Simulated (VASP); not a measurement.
Input of a VASP 6.6.1 run:

File INCAR:

```
ALGO = Normal
EDIFF = 1E-7
ENCUT = 520
ISIF = 2
ISMEAR = 0
LASPH = True
LCHARG = False
LMIXTAU = True
LREAL = False
LWAVE = False
METAGGA = R2SCAN
NBANDS = 11
NELM = 80
PREC = Accurate
SIGMA = 0.03
```

The input KPOINTS:

```
k-points
0
Gamma
  14 14 14
```

File POSCAR:

```
C                                       
1.0
    0.0000000000      1.7858054497      1.7858054497
    1.7858054497      0.0000000000      1.7858054497
    1.7858054497      1.7858054497      0.0000000000
  C             
     2
Direct
     0.0000000000000000    0.0000000000000000    0.0000000000000000
     0.2500000000000000    0.2500000000000000    0.2500000000000000
```

File KPOINTS_OPT:

```
explicit points
159
Reciprocal
 0.0000000000  0.0000000000  0.0000000000 1
 0.0357142857  0.0000000000  0.0357142857 1
 0.0714285714  0.0000000000  0.0714285714 1
 0.1071428571  0.0000000000  0.1071428571 1
 0.1428571429  0.0000000000  0.1428571429 1
 0.1785714286  0.0000000000  0.1785714286 1
[... 151 lines left out ...]
 0.4250000000  0.0000000000  0.4250000000 1
 0.4500000000  0.0000000000  0.4500000000 1
```

Potentials or basis: VASP PAW PBE potentials, release 64 (C).

Command:

```bash
$ cat potpaw_PBE.64/C/POTCAR > POTCAR
$ mpirun -np 1 vasp_std > vasp.out
```

(1) Predict the band gap on the k mesh.

(2) Estimate the pressure.

(3) What does it give for the band gap along the path?

Answers

(1) 4.31 eV, indirect (least direct gap 5.82 eV).

(2) -3.1 GPa.

(3) 4.31 eV, indirect (least direct gap 5.82 eV).

Caveat: the PAW data sets were made with another functional, which shifts forces and pressure a little.
